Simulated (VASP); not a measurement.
# Which phase of BN is lowest?, part 2 of 2

Wanted: relative energies and volumes of the phases of BN at several levels. Phases are named by their space groups. The structure below is that of the P6_3/mmc phase.

VASP 6.6.1, plane waves and PAW; the level of theory is named at each step.

So far. Step 3 (Energy at another level, r2SCAN): The run ends at a pressure of 3.99 GPa. Step 4 (Energy at another level, r2SCAN+rVV10): The run ends at a pressure of 3.35 GPa.

### 5. Energy at another level, PBE (continued)

Level of this step: PBE; plane waves and PAW (B, N) (VASP).

OUTCAR, selected parts (step 5):

```text
  Total        2.0476101      2.0476101      0.8811472     -0.0000000     -0.0000000      0.0000000
  in kB       94.8579985     94.8579991     40.8202000     -0.0000000     -0.0000000      0.0000000
  external PRESSURE =      76.8453992 kB  Pullay stress =       0.0000000 kB

 POSITION                                       TOTAL-FORCE (eV/Angst)
 -----------------------------------------------------------------------------------
     -0.00000      1.43778      1.60986        -0.000000     -0.000000      0.000000
      1.24515      0.71889      4.82957        -0.000000      0.000000      0.000000
     -0.00000      1.43778      4.82957         0.000000     -0.000000      0.000000
      1.24515      0.71889      1.60986        -0.000000      0.000000      0.000000
 -----------------------------------------------------------------------------------
    total drift:                               -0.000000      0.000000      0.000000

  FREE ENERGIE OF THE ION-ELECTRON SYSTEM (eV)
  ---------------------------------------------------
  free  energy   TOTEN  =       -35.3316702238 eV

  energy  without entropy=      -35.3316702238  energy(sigma->0) =      -35.33167022

[... 2 parts as in an earlier step ...]

[... 1 further part left out ...]
[key lines of the parts left out:]
E-fermi :   2.8934
```

This run gave:

- energy(sigma→0) of the program: -35.3317 eV
- stress, compression positive: xx, yy, zz 9.49, 9.49, 4.08 GPa

The run ends at a pressure of 7.68 GPa.

### 6. Gap at another level, HSE06

A hybrid functional for the gap, on a coarser mesh.

Level: HSE06; plane waves and PAW (B, N).

INCAR

```
SYSTEM = BN
PREC = Accurate
ENCUT = 520
EDIFF = 1E-05
NELM = 100
ISMEAR = 0
SIGMA = 0.02
LREAL = .FALSE.
ALGO = Normal
LHFCALC = .TRUE.
AEXX = 0.25
GGA = PE
HFSCREEN = 0.2
LASPH = .TRUE.
NBANDS = 12
PRECFOCK = Fast
LWAVE = .FALSE.
LCHARG = .FALSE.
KPAR = 4
```

POSCAR

```
BN
1.0
    2.4903080521      0.0000000000      0.0000000000
   -1.2451540261      2.1566700432      0.0000000000
    0.0000000000      0.0000000000      6.4394254096
B N
2 2
Direct
    0.3333333330      0.6666666670      0.2500000000
    0.6666666670      0.3333333330      0.7500000000
    0.3333333330      0.6666666670      0.7500000000
    0.6666666670      0.3333333330      0.2500000000
```

KPOINTS

```
Automatic mesh
0
Gamma
6 6 2
0 0 0
```

PAW data sets: B and N (LDA family, release 64).

Launch:

```sh
$ mpirun -np 4 vasp_std
```

Output:

```text
[banner, memory and clock lines left out]
running    4 mpi-ranks, on    1 nodes
[...]
[... a notice as in an earlier step ...]

 LDA part: xc-table for (Slater+PW92), standard interpolation
 found WAVECAR, reading the header
 POSCAR, INCAR and KPOINTS ok, starting setup
[...]
reading WAVECAR
 the WAVECAR file was read successfully
 initial charge from wavefunction
 entering main loop
       N       E                     dE             d eps       ncg     rms          rms(c)
DAV:   1    -0.410148025144E+02   -0.41015E+02   -0.91641E-01   340   0.125E+01    0.947E-01
DAV:   2    -0.410194688704E+02   -0.46664E-02   -0.29318E-02   396   0.162E+00    0.624E-01
DAV:   3    -0.410154861179E+02    0.39828E-02   -0.72993E-03   408   0.706E-01    0.356E-01
DAV:   4    -0.410152421980E+02    0.24392E-03   -0.13462E-03   388   0.296E-01    0.220E-01
DAV:   5    -0.410150782801E+02    0.16392E-03   -0.75143E-05   396   0.970E-02    0.126E-01
DAV:   6    -0.410150187847E+02    0.59495E-04   -0.56861E-05   396   0.827E-02    0.670E-02
DAV:   7    -0.410150059616E+02    0.12823E-04   -0.11167E-05   232   0.404E-02    0.373E-02
DAV:   8    -0.410150027020E+02    0.32596E-05   -0.26579E-06   192   0.220E-02
   1 F= -.41015003E+02 E0= -.41015003E+02  d E =-.207756E-24
```

Wall time 39 s (4 MPI ranks of AMD EPYC 7R43, shared host); peak memory 0.84 GiB.

Parts of OUTCAR (step 6):

```text
 POSITION                                       TOTAL-FORCE (eV/Angst)
 -----------------------------------------------------------------------------------
     -0.00000      1.43778      1.60986        -0.000000     -0.000000     -0.000000
      1.24515      0.71889      4.82957         0.000000      0.000000     -0.000000
     -0.00000      1.43778      4.82957        -0.000000     -0.000000      0.000000
      1.24515      0.71889      1.60986         0.000000      0.000000      0.000000
 -----------------------------------------------------------------------------------
    total drift:                               -0.000027     -0.000021     -0.000000

  FREE ENERGIE OF THE ION-ELECTRON SYSTEM (eV)
  ---------------------------------------------------
  free  energy   TOTEN  =       -41.0150027020 eV

  energy  without entropy=      -41.0150027020  energy(sigma->0) =      -41.01500270

[... 1 part as in an earlier step ...]

[... 2 further parts left out ...]
[key lines of the parts left out:]
E-fermi :   2.0585
```

Read from the output:

```
energy(sigma→0) of the program : -41.0150 eV
```

### 7. The whole series

Notes on database entries: that of P6_3mc BN has ideal inner coordinates that were not refined.

Hybrid runs start from orbitals of a short LDA run, not shown.

Runs beyond LDA use the data sets made with LDA; this shifts their levels slightly, and their total energies have another zero.

The other members went through these steps as far as the tables show, with one cutoff; 16 runs are not shown. The session took 0.38 core hours (wall time by ranks) on a shared machine.

Energies from the F-43m phase; other levels are single points on the cells relaxed at LDA; gaps on the mesh.

| phase | atoms | space group at the start | space group relaxed | volume (Å³/f.u.) | energy, LDA (meV/f.u.) | energy, r2SCAN (meV/f.u.) | energy, r2SCAN+rVV10 (meV/f.u.) | energy, PBE (meV/f.u.) |
| --- | --- | --- | --- | --- | --- | --- | --- | --- |
| F-43m | 2 | 216 | 216 | 11.5 | 0.0 | 0.0 | 0.0 | 0.0 |
| P6_3mc | 4 | 186 | 186 | 11.5 | 36.0 | 38.6 | 39.1 | 34.6 |
| P6_3/mmc | 4 | 194 | 194 | 17.3 | 123.7 | -127.8 | -56.7 | -125.6 |

| phase | gap, LDA (eV) | gap, r2SCAN (eV) | gap, r2SCAN+rVV10 (eV) | gap, PBE (eV) | gap, HSE06 (eV) |
| --- | --- | --- | --- | --- | --- |
| F-43m | 4.48 | 5.12 | 5.07 | 4.59 | 5.83 |
| P6_3mc | 5.09 | 5.85 | 5.80 | 5.31 | 6.49 |
| P6_3/mmc | 4.12 | 4.92 | 4.89 | 4.31 | 5.59 |

### 8. Summary of results

| Item | Value |
| --- | --- |
| lowest at LDA | F-43m, 36.0 meV/f.u. under P6_3mc |
| lowest at r2SCAN | P6_3/mmc, 127.8 meV/f.u. under F-43m |
| lowest at r2SCAN+rVV10 | P6_3/mmc, 56.7 meV/f.u. under F-43m |
| lowest at PBE | P6_3/mmc, 125.6 meV/f.u. under F-43m |

What this shows: The single points sit under pressure or tension of up to 13.2 GPa in size, which can shift small margins between phases of unlike volume. The levels disagree on the lowest phase: F-43m and P6_3/mmc. Meshes were set by a spacing in reciprocal space, rounded up for each cell and run, and were not tested; margins of about 10 meV per atom that involve metallic or gapless phases need denser ones. Dielectric columns are linear response at the first level, on meshes of their own. Gaps are read on meshes, which differ between HSE06 and the other levels; a mesh can miss an edge by tenths of an eV or hide bands that touch, as in a semimetal. Only the first level is at its own zero pressure; the others are single points under whatever pressure they find in these cells, which can shift small differences. Vibrations, surfaces and strain are left out.

[Lines on the potential files, build, host, timing and source positions are cut from VASP's logs without a mark.]

[Logs are printed without paths, hosts, clocks, repeated set-up lines and the standing remarks that a program may print on its own settings, such as how far it seeks lower states.]

[Hosts, paths, dates, database ids (printed as entryN), source tags and the programs' standing remarks are cut or masked in the printed files.]
